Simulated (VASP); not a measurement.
Here is the system:

```
CELL_PARAMETERS angstrom
      4.04573     0.00000     0.00000
      0.00000     4.04573     0.00000
      0.00000     0.00000     4.04573
ATOMIC_POSITIONS crystal
  Tl 0.00000 0.00000 0.00000
  Br 0.50000 0.50000 0.50000
```

The numbers are results of PBE GGA, VASP's PBE PAW potentials (set 64) (plane waves; VASP), not measurements. Numerical set-up: 480 eV cut-off, 6×6×6 Γ-centred mesh, Gaussian smearing of 0.050 eV, potentials Tl_d Br.

Unless said otherwise, spin-orbit coupling is left out, though it shifts the bands of the heavy elements here.

Problem. What does the run give for the energy per atom (σ→0), band gap (on the k-mesh) with the smallest direct gap where there is one?

Solution. 
| Item | Result |
|---|---|
| band gap (on the k-mesh) | 1.99 eV |
| smallest direct gap (on the k-mesh) | 1.99 eV |
| energy per atom (σ→0) | -2.773 eV/atom |

Total energies compare only between runs with the same potentials, cut-off and functional.

The compound is TlBr in the CsCl type structure. It was relaxed first.
